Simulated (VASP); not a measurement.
Method: LDA (Ceperley-Alder, Perdew-Zunger), VASP's LDA PAW potentials (set 64) (plane waves; VASP 6.6.1).

Input for VASP

### INCAR
```
# general
SYSTEM   = KZnF3
PREC     = Accurate
ENCUT    = 520
LREAL    = .FALSE.
LASPH    = .TRUE.

# electronic loop
EDIFF    = 1E-8
NELM     = 100
ALGO     = Normal
LMAXMIX  = 4

# smearing
ISMEAR   = 0
SIGMA    = 0.01

# ions
IBRION   = 8
NSW      = 1

# output
LWAVE    = .FALSE.
LCHARG   = .FALSE.

# other
LEPSILON = .TRUE.
```

KPOINTS:
```
Automatic mesh
0
Gamma
6 6 6
0 0 0
```

**POSCAR**
```
KZnF3
1
    3.9794619424     0.0000000000     0.0000000000
    0.0000000000     3.9794619424     0.0000000000
    0.0000000000     0.0000000000     3.9794619424
K Zn F
1 1 3
Direct
  0.0000000000   0.0000000000   0.0000000000
  0.5000000000   0.5000000000   0.5000000000
  0.5000000000   0.0000000000   0.5000000000
  0.0000000000   0.5000000000   0.5000000000
  0.5000000000   0.5000000000   0.0000000000
```

POTCAR, in this order: K_sv Zn F (LDA.64 set). Program: vasp_std.

Output

File OUTCAR:
```
 ion  position               nearest neighbor table
   1  0.000  0.000  0.000-   3 2.81   4 2.81   5 2.81   3 2.81   4 2.81   4 2.81   5 2.81   4 2.81
                             3 2.81   5 2.81   3 2.81   5 2.81
   2  0.500  0.500  0.500-   3 1.99   4 1.99   5 1.99   5 1.99   3 1.99   4 1.99
   3  0.500  0.000  0.500-   2 1.99   2 1.99   1 2.81   1 2.81   1 2.81   1 2.81
   4  0.000  0.500  0.500-   2 1.99   2 1.99   1 2.81   1 2.81   1 2.81   1 2.81
   5  0.500  0.500  0.000-   2 1.99   2 1.99   1 2.81   1 2.81   1 2.81   1 2.81
  LATTYP: Found a simple cubic cell.
 ALAT       =     3.9794619424
 Subroutine PRICEL returns:
 Original cell was already a primitive cell.
 Subroutine GETGRP returns: Found 48 space group operations
The static configuration has the point symmetry O_h .
The dynamic configuration has the point symmetry O_h .
 Subroutine INISYM returns: Found 48 space group operations
 Subroutine IBZKPT returns following result:
 Found     20 irreducible k-points:

 Following reciprocal coordinates:
            Coordinates               Weight
  0.000000  0.000000  0.000000      1.000000
  0.166667  0.000000  0.000000      6.000000
  0.333333  0.000000  0.000000      6.000000
  0.500000  0.000000  0.000000      3.000000
  0.166667  0.166667  0.000000     12.000000
  0.333333  0.166667  0.000000     24.000000
  0.500000  0.166667  0.000000     12.000000
  0.333333  0.333333  0.000000     12.000000
  0.500000  0.333333  0.000000     12.000000
  0.500000  0.500000  0.000000      3.000000
  0.166667  0.166667  0.166667      8.000000
  0.333333  0.166667  0.166667     24.000000
  0.500000  0.166667  0.166667     12.000000
  0.333333  0.333333  0.166667     24.000000
  0.500000  0.333333  0.166667     24.000000
  0.500000  0.500000  0.166667      6.000000
  0.333333  0.333333  0.333333      8.000000
  0.500000  0.333333  0.333333     12.000000
  0.500000  0.500000  0.333333      6.000000
  0.500000  0.500000  0.500000      1.000000
...
```

### OSZICAR
```
...
RMM:  13    -0.262673802096E+00    0.69451E-06   -0.15051E-07  3624   0.108E-03    0.468E-05
RMM:  14    -0.262674080846E+00   -0.27875E-06    0.46417E-08  3492   0.785E-04    0.199E-05
RMM:  15    -0.262674142963E+00   -0.62117E-07   -0.66255E-08  3347   0.656E-04    0.101E-05
RMM:  16    -0.262674100987E+00    0.41976E-07   -0.47331E-08  3043   0.592E-04    0.244E-05
RMM:  17    -0.262674169387E+00   -0.68400E-07   -0.10269E-07  2917   0.564E-04    0.129E-05
RMM:  18    -0.262674204906E+00   -0.35519E-07   -0.13193E-07  2830   0.550E-04    0.476E-06
 Linear response to external field, progress :
  Direction:   3
       N       E                     dE             d eps       ncg     rms          rms(c)
RMM:   1    -0.258037120322E+00   -0.25804E+00   -0.50990E-01  3408   0.454E+00
RMM:   2    -0.265392121807E+00   -0.73550E-02   -0.29747E-02  3621   0.107E+00    0.848E-01
RMM:   3    -0.254861788556E+00    0.10530E-01   -0.20353E-02  3344   0.711E-01    0.441E-01
RMM:   4    -0.258604249415E+00   -0.37425E-02   -0.10126E-02  3390   0.566E-01    0.128E-01
RMM:   5    -0.262071268767E+00   -0.34670E-02   -0.22956E-03  3787   0.242E-01    0.250E-02
RMM:   6    -0.262404149984E+00   -0.33288E-03   -0.41480E-04  3937   0.797E-02    0.229E-02
RMM:   7    -0.262694095233E+00   -0.28995E-03   -0.97349E-05  3761   0.409E-02    0.903E-03
RMM:   8    -0.262634331344E+00    0.59764E-04   -0.39189E-05  3884   0.224E-02    0.372E-03
RMM:   9    -0.262661753423E+00   -0.27422E-04   -0.83776E-06  4206   0.100E-02    0.208E-03
RMM:  10    -0.262665490407E+00   -0.37370E-05   -0.51753E-07  4069   0.449E-03    0.188E-03
RMM:  11    -0.262670106771E+00   -0.46164E-05   -0.72580E-07  3985   0.291E-03    0.440E-04
RMM:  12    -0.262673991549E+00   -0.38848E-05   -0.17276E-07  3965   0.162E-03    0.256E-04
RMM:  13    -0.262673958473E+00    0.33076E-07   -0.41142E-07  3631   0.102E-03    0.547E-05
RMM:  14    -0.262674169091E+00   -0.21062E-06   -0.10088E-07  3485   0.733E-04    0.489E-05
RMM:  15    -0.262674184507E+00   -0.15416E-07   -0.14416E-07  3306   0.619E-04    0.770E-06
 Linear response DOF=           4
 Linear response progress:
  Degree of freedom:   1/  4
       N       E                     dE             d eps       ncg     rms          rms(c)
RMM:   1    -0.304666631796E+00   -0.30467E+00    0.16422E-01  3432   0.271E+00
RMM:   2    -0.306522261091E+00   -0.18556E-02   -0.37400E-02  3313   0.730E-01    0.445E-02
RMM:   3    -0.307781126800E+00   -0.12589E-02   -0.33284E-03  3715   0.221E-01    0.252E-02
RMM:   4    -0.307963210368E+00   -0.18208E-03   -0.73071E-04  3942   0.764E-02    0.244E-02
RMM:   5    -0.307993214347E+00   -0.30004E-04   -0.11573E-04  4058   0.301E-02    0.221E-02
RMM:   6    -0.307956893846E+00    0.36321E-04   -0.18460E-05  3689   0.203E-02    0.903E-03
RMM:   7    -0.307976697947E+00   -0.19804E-04   -0.53493E-06  3940   0.737E-03    0.161E-03
RMM:   8    -0.307988746419E+00   -0.12048E-04   -0.10255E-06  4141   0.306E-03    0.630E-04
RMM:   9    -0.307989520914E+00   -0.77450E-06   -0.82485E-08  4165   0.127E-03    0.440E-04
RMM:  10    -0.307987759554E+00    0.17614E-05    0.79147E-08  4219   0.721E-04    0.951E-05
RMM:  11    -0.307986836809E+00    0.92275E-06   -0.47630E-09  4305   0.451E-04    0.115E-04
RMM:  12    -0.307987392170E+00   -0.55536E-06    0.29633E-07  4265   0.328E-04    0.247E-05
RMM:  13    -0.307987529398E+00   -0.13723E-06   -0.42154E-08  4253   0.273E-04    0.110E-05
RMM:  14    -0.307987499806E+00    0.29592E-07    0.16478E-09  3881   0.248E-04    0.897E-06
RMM:  15    -0.307987473537E+00    0.26269E-07   -0.74200E-08  4003   0.236E-04    0.541E-06
RMM:  16    -0.307987434415E+00    0.39123E-07   -0.71515E-08  4110   0.232E-04    0.372E-06
RMM:  17    -0.307987449748E+00   -0.15333E-07   -0.64918E-08  3768   0.228E-04    0.512E-07
RMM:  18    -0.307987450168E+00   -0.41982E-09   -0.43647E-08  3708   0.227E-04    0.609E-07
 Linear response progress:
  Degree of freedom:   2/  4
       N       E                     dE             d eps       ncg     rms          rms(c)
RMM:   1    -0.212337909140E+00   -0.21234E+00    0.41829E-02  3028   0.302E+00
RMM:   2    -0.213477110243E+00   -0.11392E-02   -0.57808E-03  2785   0.733E-01    0.149E-01
RMM:   3    -0.213166498492E+00    0.31061E-03   -0.85197E-04  3303   0.151E-01    0.884E-02
RMM:   4    -0.212455058097E+00    0.71144E-03   -0.10892E-04  3469   0.622E-02    0.641E-03
RMM:   5    -0.212418370191E+00    0.36688E-04   -0.13683E-05  3887   0.133E-02    0.263E-03
RMM:   6    -0.212402268597E+00    0.16102E-04   -0.33327E-06  3944   0.612E-03    0.473E-04
RMM:   7    -0.212402030009E+00    0.23859E-06   -0.72773E-07  3983   0.235E-03    0.203E-04
RMM:   8    -0.212401521962E+00    0.50805E-06   -0.17311E-07  4097   0.110E-03    0.893E-05
RMM:   9    -0.212401513909E+00    0.80533E-08   -0.41735E-08  4114   0.598E-04    0.429E-05
 Linear response progress:
  Degree of freedom:   3/  4
       N       E                     dE             d eps       ncg     rms          rms(c)
RMM:   1    -0.530295069700E+00   -0.53030E+00    0.76853E-01  5795   0.392E+00
RMM:   2    -0.526059396943E+00    0.42357E-02   -0.66821E-03  4859   0.683E-01    0.878E-02
RMM:   3    -0.527260650585E+00   -0.12013E-02   -0.83187E-04  5185   0.154E-01    0.486E-02
RMM:   4    -0.528666241380E+00   -0.14056E-02   -0.28207E-04  4917   0.923E-02    0.908E-03
RMM:   5    -0.528715621713E+00   -0.49380E-04   -0.50201E-05  6192   0.270E-02    0.297E-03
RMM:   6    -0.528679854298E+00    0.35767E-04   -0.87464E-06  6236   0.944E-03    0.112E-03
RMM:   7    -0.528685160906E+00   -0.53066E-05   -0.14937E-06  6510   0.380E-03    0.462E-04
RMM:   8    -0.528678908316E+00    0.62526E-05    0.55545E-08  6442   0.172E-03    0.218E-04
RMM:   9    -0.528679754394E+00   -0.84608E-06   -0.19253E-07  6678   0.867E-04    0.435E-05
RMM:  10    -0.528679844738E+00   -0.90344E-07    0.12500E-07  6938   0.512E-04    0.339E-05
RMM:  11    -0.528679934686E+00   -0.89947E-07    0.66748E-08  6987   0.353E-04    0.530E-06
RMM:  12    -0.528679852652E+00    0.82033E-07    0.11003E-07  6996   0.286E-04    0.227E-06
RMM:  13    -0.528679843408E+00    0.92438E-08    0.35412E-08  6823   0.256E-04    0.352E-06
 Linear response progress:
  Degree of freedom:   4/  4
       N       E                     dE             d eps       ncg     rms          rms(c)
RMM:   1    -0.533443419679E+00   -0.53344E+00    0.94131E-01  3630   0.419E+00
RMM:   2    -0.522936530075E+00    0.10507E-01   -0.10954E-02  2859   0.919E-01    0.157E-01
RMM:   3    -0.524313596531E+00   -0.13771E-02   -0.16440E-03  3188   0.235E-01    0.849E-02
RMM:   4    -0.525549797141E+00   -0.12362E-02   -0.39967E-04  3033   0.109E-01    0.153E-02
RMM:   5    -0.525603212949E+00   -0.53416E-04   -0.52518E-05  3739   0.302E-02    0.493E-03
RMM:   6    -0.525536280969E+00    0.66932E-04   -0.11398E-05  3656   0.122E-02    0.793E-04
RMM:   7    -0.525554916161E+00   -0.18635E-04   -0.25408E-06  3796   0.483E-03    0.223E-04
RMM:   8    -0.525554432608E+00    0.48355E-06   -0.70635E-07  4083   0.218E-03    0.103E-04
RMM:   9    -0.525554643184E+00   -0.21058E-06   -0.11139E-07  4182   0.960E-04    0.520E-05
RMM:  10    -0.525554400285E+00    0.24290E-06   -0.18027E-07  4167   0.550E-04    0.841E-06
RMM:  11    -0.525554510721E+00   -0.11044E-06    0.50151E-08  4200   0.352E-04    0.657E-06
RMM:  12    -0.525554507720E+00    0.30009E-08    0.39318E-08  4222   0.271E-04    0.193E-06
 Linear response finished
```

**OUTCAR**
```
------------------------ aborting loop because EDIFF is reached ----------------------------------------

 HEAD OF MICROSCOPIC STATIC DIELECTRIC TENSOR (INDEPENDENT PARTICLE, excluding Hartree and local field effects)
 ------------------------------------------------------
           2.539246     0.000000     0.000000
           0.000000     2.539246     0.000000
          -0.000000     0.000000     2.539246
 ------------------------------------------------------

 MACROSCOPIC STATIC DIELECTRIC TENSOR (including local field effects in DFT)
 ------------------------------------------------------
           2.434143     0.000000    -0.000000
           0.000000     2.434143    -0.000000
           0.000000     0.000000     2.434143
 ------------------------------------------------------

 PIEZOELECTRIC TENSOR (including local field effects)  for field in x, y, z        (e  Angst)
          XX          YY          ZZ          XY          YZ          ZX
  --------------------------------------------------------------------------------
  x     0.00000     0.00000     0.00000     0.00000     0.00000     0.00000
  y     0.00000     0.00000     0.00000     0.00000     0.00000     0.00000
  z     0.00000     0.00000     0.00000     0.00000     0.00000     0.00000

 PIEZOELECTRIC TENSOR (including local field effects)  for field in x, y, z        (C/m^2)
          XX          YY          ZZ          XY          YZ          ZX
  --------------------------------------------------------------------------------
  x     0.00000     0.00000     0.00000     0.00000     0.00000     0.00000
  y     0.00000     0.00000     0.00000     0.00000     0.00000     0.00000
  z     0.00000     0.00000     0.00000     0.00000     0.00000     0.00000

 BORN EFFECTIVE CHARGES (including local field effects) (in |e|, cummulative output)
 ---------------------------------------------------------------------------------
 ion    1
    1     1.20041    -0.00000     0.00000
    2    -0.00000     1.20041     0.00000
    3     0.00000    -0.00000     1.20041
 ion    2
    1     2.27310    -0.00000    -0.00000
    2    -0.00000     2.27310    -0.00000
    3     0.00000    -0.00000     2.27310
 ion    3
    1    -0.90589     0.00000     0.00000
    2     0.00000    -1.66173     0.00000
    3     0.00000     0.00000    -0.90589
 ion    4
    1    -1.66173    -0.00000    -0.00000
    2     0.00000    -0.90589     0.00000
    3     0.00000    -0.00000    -0.90589
 ion    5
    1    -0.90589     0.00000     0.00000
    2    -0.00000    -0.90589     0.00000
    3     0.00000     0.00000    -1.66173

   1 f  =   14.032578 THz    88.169285 2PiTHz  468.076405 cm-1    58.034052 meV
             X         Y         Z           dx          dy          dz
      0.000000  0.000000  0.000000     0.002181   -0.000008   -0.000000
      1.989731  1.989731  1.989731    -0.345225    0.001259    0.000000
      1.989731  0.000000  1.989731    -0.141215   -0.003344   -0.000000
      0.000000  1.989731  1.989731     0.917016    0.000515    0.000000
      1.989731  1.989731  0.000000    -0.141215    0.000515    0.000000

   2 f  =   14.032578 THz    88.169285 2PiTHz  468.076405 cm-1    58.034052 meV
             X         Y         Z           dx          dy          dz
      0.000000  0.000000  0.000000    -0.000000   -0.000000    0.002181
      1.989731  1.989731  1.989731     0.000000    0.000000   -0.345228
      1.989731  0.000000  1.989731     0.000000   -0.000000   -0.141216
      0.000000  1.989731  1.989731    -0.000000    0.000000   -0.141216
      1.989731  1.989731  0.000000     0.000000    0.000000    0.917022

   3 f  =   14.032578 THz    88.169285 2PiTHz  468.076405 cm-1    58.034052 meV
             X         Y         Z           dx          dy          dz
      0.000000  0.000000  0.000000     0.000008    0.002181    0.000000
      1.989731  1.989731  1.989731    -0.001259   -0.345225   -0.000000
      1.989731  0.000000  1.989731    -0.000515    0.917016   -0.000000
      0.000000  1.989731  1.989731     0.003344   -0.141215   -0.000000
      1.989731  1.989731  0.000000    -0.000515   -0.141215    0.000000

   4 f  =    5.462074 THz    34.319222 2PiTHz  182.195173 cm-1    22.589312 meV
             X         Y         Z           dx          dy          dz
      0.000000  0.000000  0.000000    -0.000862    0.000677    0.047756
      1.989731  1.989731  1.989731     0.011144   -0.008756   -0.617309
      1.989731  0.000000  1.989731    -0.009988   -0.000881    0.553293
      0.000000  1.989731  1.989731     0.001121    0.007848    0.553293
      1.989731  1.989731  0.000000    -0.009988    0.007848   -0.062102

   5 f  =    5.462074 THz    34.319222 2PiTHz  182.195173 cm-1    22.589312 meV
             X         Y         Z           dx          dy          dz
      0.000000  0.000000  0.000000    -0.034132    0.033401   -0.001090
      1.989731  1.989731  1.989731     0.441201   -0.431758    0.014089
      1.989731  0.000000  1.989731    -0.395447   -0.043435   -0.012628
      0.000000  1.989731  1.989731     0.044385    0.386983   -0.012628
      1.989731  1.989731  0.000000    -0.395447    0.386983    0.001417

   6 f  =    5.462074 THz    34.319222 2PiTHz  182.195173 cm-1    22.589312 meV
             X         Y         Z           dx          dy          dz
      0.000000  0.000000  0.000000     0.033408    0.034143    0.000119
      1.989731  1.989731  1.989731    -0.431844   -0.441339   -0.001536
      1.989731  0.000000  1.989731     0.387060   -0.044399    0.001376
      0.000000  1.989731  1.989731    -0.043444    0.395571    0.001376
      1.989731  1.989731  0.000000     0.387060    0.395571   -0.000154

   7 f  =    4.357269 THz    27.377526 2PiTHz  145.342838 cm-1    18.020207 meV
             X         Y         Z           dx          dy          dz
      0.000000  0.000000  0.000000     0.000000    0.000000   -0.000000
      1.989731  1.989731  1.989731    -0.000000    0.000000    0.000000
      1.989731  0.000000  1.989731     0.046631    0.000000    0.704794
      0.000000  1.989731  1.989731    -0.000000   -0.033035   -0.704794
      1.989731  1.989731  0.000000    -0.046631    0.033035    0.000000

   8 f  =    4.357269 THz    27.377526 2PiTHz  145.342838 cm-1    18.020207 meV
...
```
(Selected blocks of OUTCAR.)

The compound is KZnF3 in the cubic perovskite structure. It was relaxed first, which changed the volume by -5 %.
